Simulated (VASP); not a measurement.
Input:

```xyz
2
Lattice="0.0000 3.1920 3.1920 3.1920 0.0000 3.1920 3.1920 3.1920 0.0000" Properties=species:S:1:pos:R:3 pbc="T T T"
K      0.0000     0.0000     0.0000
Cl     3.1920     3.1920     3.1920
```

The numbers are results of PBE GGA with D3 dispersion (zero damping), VASP's PBE PAW potentials (set 64) (plane waves; VASP 6.6.1), not measurements. Numerical set-up: 520 eV cut-off, Gaussian smearing of 0.050 eV, potentials K_sv Cl.

**Question.** Estimate the band gap (along the path) with the smallest direct gap where there is one.

**Answer.** 
```json
{
  "band gap (along the path)": "5.04 eV",
  "smallest direct gap (along the path)": "5.04 eV"
}
```

Only differences to runs with the same potentials and settings are physical.

The compound is KCl in the rock salt structure. It was relaxed first.
